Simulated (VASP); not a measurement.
Energy against volume of NaCl (rock salt). These are PBE GGA with D3 dispersion (zero damping), VASP's PBE PAW potentials (set 64) (plane waves; VASP) values and carry that method's errors. Settings: 520 eV cut-off, 8×8×8 Γ-centred mesh, Gaussian smearing of 0.050 eV, potentials Na_pv Cl.

```
V (Å³/atom)  E (eV/atom)
-----------  -----------
21.137          -3.58332
21.811          -3.58909
22.486          -3.59120
23.161          -3.59023
```

Fit these four points and predict the energy of the run at 23.835 Å³/atom.

A cubic in V^(−2/3), the third-order Birch-Murnaghan form, passes through the four points with V0 = 22.59 Å³/atom and B0 = 24 GPa, and gives -3.5867 eV/atom there. The run gave -3.5866 eV/atom, +0.1 meV/atom from the fit; all five points give B0 = 24 GPa.

The compound is NaCl in the rock salt structure. It was relaxed first.
